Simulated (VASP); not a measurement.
Output of a VASP run:

OSZICAR:
```
       N       E                     dE             d eps       ncg     rms          rms(c)
DAV:   1     0.946050493496E+02    0.94605E+02   -0.92005E+03   754   0.164E+03
DAV:   2     0.361562817784E+01   -0.90989E+02   -0.87161E+02   819   0.295E+02
DAV:   3    -0.270211615296E+01   -0.63177E+01   -0.62856E+01   929   0.770E+01
DAV:   4    -0.278194890473E+01   -0.79833E-01   -0.79807E-01   849   0.898E+00
DAV:   5    -0.278317272938E+01   -0.12238E-02   -0.12238E-02   934   0.110E+00    0.660E+00
DAV:   6    -0.239378541754E+01    0.38939E+00   -0.93333E-01  1117   0.353E+01    0.509E+00
DAV:   7    -0.238182112776E+01    0.11964E-01   -0.29693E-01   789   0.538E+00    0.265E+00
DAV:   8    -0.238122876686E+01    0.59236E-03   -0.47127E-03   864   0.681E-01    0.746E-01
DAV:   9    -0.238139521884E+01   -0.16645E-03   -0.87004E-04   809   0.304E-01    0.110E-01
DAV:  10    -0.238148434346E+01   -0.89125E-04   -0.97822E-05   819   0.116E-01    0.497E-02
DAV:  11    -0.238149759065E+01   -0.13247E-04   -0.23681E-05   824   0.708E-02    0.502E-03
DAV:  12    -0.238149811278E+01   -0.52213E-06   -0.11059E-06   892   0.138E-02    0.491E-03
DAV:  13    -0.238149810640E+01    0.63751E-08   -0.18427E-07   745   0.834E-03
   1 F= -.23814981E+01 E0= -.23814981E+01  d E =-.143194E-11
```

OUTCAR:
```
------------------------ aborting loop because EDIFF is reached ----------------------------------------
  FORCE on cell =-STRESS in cart. coord.  units (eV):
  Direction    XX          YY          ZZ          XY          YZ          ZX
  --------------------------------------------------------------------------------------
  Total       -0.5119360     -0.5119360     -0.5119360      0.0000000      0.0000000     -0.0000000
  in kB      -20.1705477    -20.1705477    -20.1705477      0.0000000      0.0000000     -0.0000000
  external PRESSURE =     -20.1705477 kB  Pullay stress =       0.0000000 kB
  volume of cell :       40.66
      direct lattice vectors                 reciprocal lattice vectors
     0.000000000  2.729351846  2.729351846    -0.183193677  0.183193677  0.183193677
     2.729351846  0.000000000  2.729351846     0.183193677 -0.183193677  0.183193677
     2.729351846  2.729351846  0.000000000     0.183193677  0.183193677 -0.183193677
  FREE ENERGIE OF THE ION-ELECTRON SYSTEM (eV)
  ---------------------------------------------------
  free  energy   TOTEN  =        -2.3814981064 eV

  energy  without entropy=       -2.3814981064  energy(sigma->0) =       -2.38149811
```
(Selected blocks of OUTCAR.)

**POSCAR**
```
ZnS
1
    0.0000000000     2.7293518462     2.7293518462
    2.7293518462     0.0000000000     2.7293518462
    2.7293518462     2.7293518462     0.0000000000
Zn S
1 1
Direct
  0.0000000000   0.0000000000   0.0000000000
  0.2500000000   0.2500000000   0.2500000000
```

### Question
Write an INCAR and KPOINTS that could have produced this output.

### Answer
This is not unique; one that fits is the input of the run itself, optB86b-vdW, plane waves, VASP's PBE PAW potentials (set 64).

File KPOINTS:
```
Automatic mesh
0
Gamma
8 8 8
0 0 0
```

### INCAR
```
AGGAC = 0.0
ALGO = Normal
EDIFF = 1E-7
ENCUT = 520
GGA = MK
ISIF = 2
ISMEAR = 0
LASPH = T
LCHARG = F
LMAXMIX = 4
LREAL = F
LUSE_VDW = T
LWAVE = F
NELM = 100
PARAM1 = 0.1234
PARAM2 = 1.0
PREC = Accurate
SIGMA = 0.05
SYSTEM = ZnS
```

POTCAR, in this order: Zn S (PBE.64 set). Program: vasp_std.

The compound is ZnS in the zinc blende structure. This cell is one point of a volume scan, at 1.03 of the reference volume.
